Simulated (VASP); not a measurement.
Sc15VN16:

```xyz
32
Lattice="-4.3189 4.3189 -4.3189 4.3189 4.3189 4.3189 4.3189 -4.3189 -4.3189" Properties=species:S:1:pos:R:3 pbc="T T T"
Sc    2.1595   -2.1595   -4.3189
Sc    4.3189   -2.1595   -2.1595
Sc    0.0000    0.0000   -4.3189
Sc    2.1595    2.1595   -4.3189
Sc    2.1595    0.0000   -2.1595
Sc    4.3189    2.1595   -2.1595
Sc    4.3189    0.0000    0.0000
Sc   -2.1595    2.1595   -4.3189
Sc    0.0000    2.1595   -2.1595
Sc    2.1595    4.3189   -2.1595
Sc    0.0000    0.0000    0.0000
Sc    2.1595    2.1595    0.0000
Sc    4.3189    2.1595    2.1595
Sc   -2.1595    4.3189   -2.1595
Sc    0.0000    4.3189    0.0000
V     2.1595    4.3189    2.1595
N     4.3189    0.0000   -2.1595
N     6.4784    0.0000    0.0000
N     2.1595    2.1595   -2.1595
N     0.0000    0.0000   -6.4784
N     4.3189    2.1595    0.0000
N     2.1595    0.0000   -4.3189
N     2.1595   -2.1595   -2.1595
N     0.0000    4.3189   -2.1595
N     2.1595    4.3189    0.0000
N     0.0000    2.1595   -4.3189
N     2.1595    2.1595    2.1595
N     0.0000    0.0000   -2.1595
N     2.1595    0.0000    0.0000
N     0.0000    6.4784    0.0000
N    -2.1595    2.1595   -2.1595
N     0.0000    2.1595    0.0000
```

The cell was built by a generator and needn't be a form met in nature.

| Item | Value |
| --- | --- |
| Program | VASP 6.6.1 |
| Task | relaxation of cell and atoms |
| Functional | PBEsol |
| Potentials or basis | VASP PAW PBE potentials, release 64 (Sc_sv, V_sv, N) |
| Cutoff | 600 eV |
| k mesh | 6 × 6 × 6 |
| Occupations | methfessel-paxton, width 0.1 eV |
| Spin | no spin polarisation |

At the start: pressure 21.9 GPa; volume 10.07 Å³/atom.

Task: Where does the relaxation end?

Result: Over 8 steps the energy falls by 67.6 meV/atom and the volume is 10.94 Å³/atom (+8.7 %); space group Im-3m (No. 229, to 0.05 Å).

Step by step:
| step | energy change (eV) | largest force (eV/Å) | pressure (GPa) | volume (Å³) |
| --- | --- | --- | --- | --- |
| 1 | 0.0000 | 1.4698 | 21.91 | 322.25 |
| 2 | 0.5377 | 0.2213 | -19.18 | 390.84 |
| 3 | -2.0112 | 0.7494 | -1.26 | 352.34 |
| 4 | -2.0124 | 0.7629 | -0.81 | 351.61 |
| 5 | -2.1334 | 0.3405 | -0.22 | 350.51 |
| 6 | -2.1616 | 0.0131 | 0.30 | 349.67 |
| 7 | -2.1615 | 0.0096 | -0.34 | 350.69 |
| 8 | -2.1621 | 0.0049 | -0.02 | 350.17 |

Final structure:
```
CELL_PARAMETERS angstrom
-4.44024 4.44024 -4.44024
4.44024 4.44024 4.44024
4.44024 -4.44024 -4.44024
ATOMIC_POSITIONS crystal
Sc 0.25000 0.99918 0.75082
Sc 0.00082 0.25165 0.75082
Sc 0.49918 0.99918 0.49835
Sc 0.75165 0.50082 0.75082
Sc 0.25000 0.25000 0.50000
Sc 0.49918 0.75000 0.75082
Sc 0.00082 0.50082 0.50165
Sc 0.74835 0.99918 0.24918
Sc 0.49918 0.24835 0.24918
Sc 0.75000 0.75000 0.50000
Sc 0.00082 0.99918 0.00000
Sc 0.25000 0.50082 0.24918
Sc 0.00082 0.75000 0.24918
Sc 0.75000 0.25000 0.00000
Sc 0.49918 0.50082 0.00000
V 0.25000 0.75000 0.00000
N 0.25000 0.51076 0.76076
N 0.01076 0.75000 0.76076
N 0.50000 0.50000 0.50000
N 0.75000 0.00000 0.75000
N 0.25000 0.75000 0.50000
N 0.50000 0.25000 0.75000
N 0.00000 0.00000 0.50000
N 0.75000 0.50000 0.25000
N 0.48924 0.75000 0.23924
N 0.75000 0.25000 0.50000
N 0.01076 0.51076 0.00000
N 0.25000 0.98924 0.23924
N 0.00000 0.25000 0.25000
N 0.75000 0.75000 0.00000
N 0.48924 0.98924 0.00000
N 0.25000 0.25000 0.00000
```

Caveat: the PAW data sets were made with another functional, which shifts forces and pressure a little; the run has no spin polarisation, though such a crystal can be magnetic.
